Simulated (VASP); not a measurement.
An input for Ansatz (written as the equivalent of a VASP run, and not itself run):

Ansatz 0.2 input:
```yaml
crystal:
  lattice:
    - [4.2511134, 0.0000000, 0.0000000]
    - [-2.1255567, 3.6815721, 0.0000000]
    - [0.0000000, 0.0000000, 7.1706156]
  atoms:
    - { symbol: In, position: [1.0000000, 0.0000000, 0.0000000] }
    - { symbol: In, position: [1.0000000, 1.0000000, 0.5000000] }
    - { symbol: Sb, position: [0.3333330, 0.6666670, 0.2500000] }
    - { symbol: Sb, position: [0.6666670, 0.3333330, 0.7500000] }
kpoints:
  mp_grid: { grid: [8, 8, 4] }
hamiltonian:
  xc: r2scan
  pseudopotentials: { kind: paw }
scf:
  occupations: { method: methfessel_paxton, width: 0.1 }
  max_iter: 100
relax:
  max_steps: 60
  f_tol: 0.02
  cell: {}
output: { forces: true, stress: true, eigenvalues: true }
```

Translate this input to VASP (INCAR, KPOINTS, POSCAR, choice of POTCAR).

Several could match; the one computed here: 
### KPOINTS
```
kpoints
0
gamma
 8 8 4
```

**POSCAR**
```
InSb
1.0
  4.2511133733   0.0000000000   0.0000000000
 -2.1255566866   3.6815720967   0.0000000000
  0.0000000000   0.0000000000   7.1706155977
In Sb
2 2
Cart
  4.2511133733   0.0000000000   0.0000000000
  2.1255566867   3.6815720967   3.5853077989
 -0.0000021255   2.4543826250   1.7926538994
  2.1255588122   1.2271894717   5.3779616983
```

### INCAR
```
LREAL=.False.
ISMEAR=1
EDIFFG=-0.02
LWAVE=.False.
IBRION=2
METAGGA=R2SCAN
NSW=60   # most ionic steps
EDIFF=1E-6   # SCF stop (eV)
ENCUT=400   # plane-wave cut-off (eV)
ISIF=3
LMIXTAU=.True.
LMAXMIX=4
SIGMA=0.1
LASPH=.True.   # aspherical one-centre terms
ALGO=Normal   # blocked Davidson
LCHARG=.False.
SYSTEM=InSb
PREC=Accurate
NELM=100
```

POTCAR, in this order: In_d Sb (PBE.64 set). Program: vasp_std.

What does not carry over: each code has its own PAW files, so the cut-off isn't converted (ENCUT is set for VASP's; basis.ecutwfc is left out, and Ansatz then takes the one that its files recommend); Ansatz stops its SCF on the density residual and VASP on the energy change (EDIFF).

The structure was generated: InSb was put into the NiAs type type (P6_3/mmc), which need not be its known phase. This run relaxes it. Symmetry was kept, so distortions that lower it aren't found. The start is the result of an earlier pass.
